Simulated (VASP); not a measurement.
VASP input:

### POSCAR
```
ZnSe
1.0
  0.0000000000   2.6893194760   2.6893194760
  2.6893194760   0.0000000000   2.6893194760
  2.6893194760   2.6893194760   0.0000000000
Zn Se
1 1
Cartesian
  0.0000000000   0.0000000000   0.0000000000
  1.3446597380   1.3446597380   1.3446597380
```

INCAR:
```
SYSTEM = ZnSe
PREC = Accurate
ENCUT = 500
EDIFF = 1E-6
NELM = 100
ALGO = Normal
LREAL = .FALSE.
LASPH = .TRUE.
ISMEAR = 0
SIGMA = 0.05
LMAXMIX = 4
LWAVE = .FALSE.
LCHARG = .FALSE.
IBRION = 2
ISIF = 3
NSW = 40
EDIFFG = -0.02
PSTRESS = 100
```

### KPOINTS
```
Automatic
0
gamma
 9 9 9
```

POTCAR, in this order: Zn Se (LDA.64 set). Program: vasp_std.

Q: Write an equivalent input for Ansatz.

A: One equivalent input (not run):
Ansatz 0.2 input:
```yaml
crystal:
  lattice:
    - [0.0000000, 2.6893195, 2.6893195]
    - [2.6893195, 0.0000000, 2.6893195]
    - [2.6893195, 2.6893195, 0.0000000]
  atoms:
    - { symbol: Zn, position: [0.0000000, 0.0000000, 0.0000000] }
    - { symbol: Se, position: [0.2500000, 0.2500000, 0.2500000] }
kpoints:
  mp_grid: { grid: [9, 9, 9] }
hamiltonian:
  xc: lda
  pseudopotentials: { kind: paw }
scf:
  occupations: { method: gaussian, width: 0.05 }
  max_iter: 100
relax:
  max_steps: 40
  f_tol: 0.02
  cell: { p_target: 10 }
output: { forces: true, stress: true, eigenvalues: true }
```
What does not carry over: each code has its own PAW files, so the cut-off isn't converted (ENCUT is set for VASP's; basis.ecutwfc is left out, and Ansatz then takes the one that its files recommend); Ansatz stops its SCF on the density residual and VASP on the energy change (EDIFF); Ansatz's lda is the Perdew-Wang form, while the LDA potentials of VASP carry Perdew-Zunger's.

The compound is ZnSe in the zinc blende structure. It was relaxed first under an external pressure of 10 GPa.
